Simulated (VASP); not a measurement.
Computed with vdW-DF-cx, VASP's PBE PAW potentials (set 64) (plane waves; VASP).

VASP ran on this input.

**POSCAR**
```
HfB2
1
    1.5675152832    -2.7150163433     0.0000000000
    1.5675152832     2.7150163433     0.0000000000
    0.0000000000     0.0000000000     3.4686587668
Hf B
1 2
Direct
  0.0000000000   0.0000000000   0.0000000000
  0.3333330000   0.6666670000   0.5000000000
  0.6666670000   0.3333330000   0.5000000000
```

### KPOINTS
```
kpoints
0
gamma
11 11 9
0 0 0
```

**INCAR**
```
SYSTEM = HfB2
PREC = Accurate; ENCUT = 520; LREAL = .False.
LASPH = .True.
EDIFF = 1E-7; NELM = 100; ALGO = Normal
LMAXMIX = 6
ISMEAR = 1; SIGMA = 0.1
GGA = CX; LUSE_VDW = .True.; AGGAC = 0.0
IBRION = 2; NSW = 30; ISIF = 4
EDIFFG = -0.01
LWAVE = .False.; LCHARG = .False.
```

POTCAR, in this order: Hf_pv B (PBE.64 set). Program: vasp_std.

Output of the run:

OUTCAR:
```
 ion  position               nearest neighbor table
   1  0.000  0.000  0.000-   2 2.51   3 2.51   2 2.51   3 2.51   3 2.51   3 2.51   2 2.51   2 2.51
                             3 2.51   3 2.51   2 2.51   2 2.51
   2  0.333  0.667  0.500-   3 1.81   3 1.81   3 1.81   1 2.51   1 2.51   1 2.51   1 2.51   1 2.51
                             1 2.51
   3  0.667  0.333  0.500-   2 1.81   2 1.81   2 1.81   1 2.51   1 2.51   1 2.51   1 2.51   1 2.51
                             1 2.51
  LATTYP: Found a hexagonal cell.
 ALAT       =     3.1350307666
 C/A-ratio  =     1.1064193704
 Subroutine PRICEL returns:
 Original cell was already a primitive cell.
 Subroutine GETGRP returns: Found 24 space group operations
The static configuration has the point symmetry D_6h.
The dynamic configuration has the point symmetry D_6h.
 Subroutine INISYM returns: Found 24 space group operations
 Subroutine IBZKPT returns following result:
 Found     80 irreducible k-points:

 Following reciprocal coordinates:
            Coordinates               Weight
  0.000000  0.000000  0.000000      1.000000
  0.090909  0.000000  0.000000      6.000000
  0.181818  0.000000  0.000000      6.000000
  0.272727  0.000000  0.000000      6.000000
  0.363636  0.000000  0.000000      6.000000
  0.454545  0.000000  0.000000      6.000000
  0.090909  0.090909  0.000000      6.000000
  0.181818  0.090909  0.000000     12.000000
  0.272727  0.090909  0.000000     12.000000
  0.363636  0.090909  0.000000     12.000000
  0.454545  0.090909  0.000000      6.000000
  0.181818  0.181818  0.000000      6.000000
  0.272727  0.181818  0.000000     12.000000
  0.363636  0.181818  0.000000     12.000000
  0.272727  0.272727  0.000000      6.000000
  0.363636  0.272727  0.000000      6.000000
  0.000000  0.000000  0.111111      2.000000
  0.090909  0.000000  0.111111     12.000000
  0.181818  0.000000  0.111111     12.000000
...
```

OSZICAR:
```
       N       E                     dE             d eps       ncg     rms          rms(c)
DAV:   1     0.308301566638E+02    0.30830E+02   -0.83822E+03  1920   0.127E+03
DAV:   2    -0.237144300204E+02   -0.54545E+02   -0.50842E+02  2364   0.238E+02
DAV:   3    -0.254736557641E+02   -0.17592E+01   -0.17270E+01  2520   0.324E+01
DAV:   4    -0.254887282971E+02   -0.15073E-01   -0.15063E-01  2320   0.316E+00
DAV:   5    -0.254888833629E+02   -0.15507E-03   -0.15504E-03  2480   0.261E-01    0.537E+01
DAV:   6    -0.234441768448E+02    0.20447E+01   -0.46089E+00  2276   0.141E+01    0.388E+01
DAV:   7    -0.234068589807E+02    0.37318E-01   -0.16260E+00  2416   0.887E+00    0.108E+01
DAV:   8    -0.233361762236E+02    0.70683E-01   -0.49139E-01  2300   0.494E+00    0.184E+00
DAV:   9    -0.233317655151E+02    0.44107E-02   -0.33888E-02  2268   0.145E+00    0.285E-01
DAV:  10    -0.233316913732E+02    0.74142E-04   -0.91830E-04  2352   0.269E-01    0.350E-01
DAV:  11    -0.233316945759E+02   -0.32027E-05   -0.96286E-05  2328   0.809E-02    0.183E-01
DAV:  12    -0.233316912224E+02    0.33535E-05   -0.10470E-05  2372   0.283E-02    0.245E-02
DAV:  13    -0.233316913222E+02   -0.99834E-07   -0.44201E-07  2316   0.654E-03
   1 F= -.23331691E+02 E0= -.23331687E+02  d E =-.233317E+02
```

File OUTCAR:
```
------------------------ aborting loop because EDIFF is reached ----------------------------------------
  FORCE on cell =-STRESS in cart. coord.  units (eV):
  Direction    XX          YY          ZZ          XY          YZ          ZX
  --------------------------------------------------------------------------------------
  Total        0.0009820      0.0009820     -0.0315284      0.0000000     -0.0000000      0.0000000
  in kB        0.0532904      0.0532904     -1.7109471      0.0000000     -0.0000000      0.0000000
  external PRESSURE =      -0.5347887 kB  Pullay stress =       0.0000000 kB
  volume of cell :       29.52
      direct lattice vectors                 reciprocal lattice vectors
     1.567515283 -2.715016343  0.000000000     0.318976156 -0.184160954  0.000000000
     1.567515283  2.715016343  0.000000000     0.318976156  0.184160954  0.000000000
     0.000000000  0.000000000  3.468658767     0.000000000  0.000000000  0.288295871
 POSITION                                       TOTAL-FORCE (eV/Angst)
 -----------------------------------------------------------------------------------
      0.00000      0.00000      0.00000         0.000000      0.000000      0.000000
      1.56752      0.90501      1.73433        -0.000000      0.000000      0.000000
      1.56752     -0.90501      1.73433        -0.000000     -0.000000     -0.000000
 -----------------------------------------------------------------------------------
    total drift:                                0.000000     -0.000000      0.000000
  FREE ENERGIE OF THE ION-ELECTRON SYSTEM (eV)
  ---------------------------------------------------
  free  energy   TOTEN  =       -23.3316913222 eV

  energy  without entropy=      -23.3316779813  energy(sigma->0) =      -23.33168688

 reached required accuracy - stopping structural energy minimisation
```
(Selected blocks of OUTCAR.)

The compound is HfB2 in the AlB2 type structure. It was relaxed first.
